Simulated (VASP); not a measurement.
```
CELL_PARAMETERS angstrom
      0.00000     2.97924     2.97924
      2.97924     0.00000     2.97924
      2.97924     2.97924     0.00000
ATOMIC_POSITIONS crystal
  Al 0.25000 0.25000 0.25000
  Al 0.75000 0.75000 0.75000
  Au 0.00000 0.00000 0.00000
```

The numbers are results of LDA (Ceperley-Alder, Perdew-Zunger), VASP's LDA PAW potentials (set 64) (plane waves; VASP 6.6.1), not measurements. Numerical set-up: 400 eV cut-off, 8×8×8 Γ-centred mesh, first-order Methfessel-Paxton smearing of 0.10 eV, potentials Al Au.

Unless said otherwise, spin-orbit coupling is left out, though it shifts the bands of the heavy elements here.

Question: What does the run give for the energy per atom (σ→0), band gap (on the k-mesh) with the smallest direct gap where there is one?

Answer: 
```yaml
band gap (on the k-mesh): none (metal, semimetal or under 0.01 eV)
energy per atom (σ→0): -4.765 eV/atom
```

The compound is AuAl2 in the fluorite structure. It was relaxed first. The start is the result of an earlier pass. The electron count is odd and the run is not spin-polarised, which forces a metal.
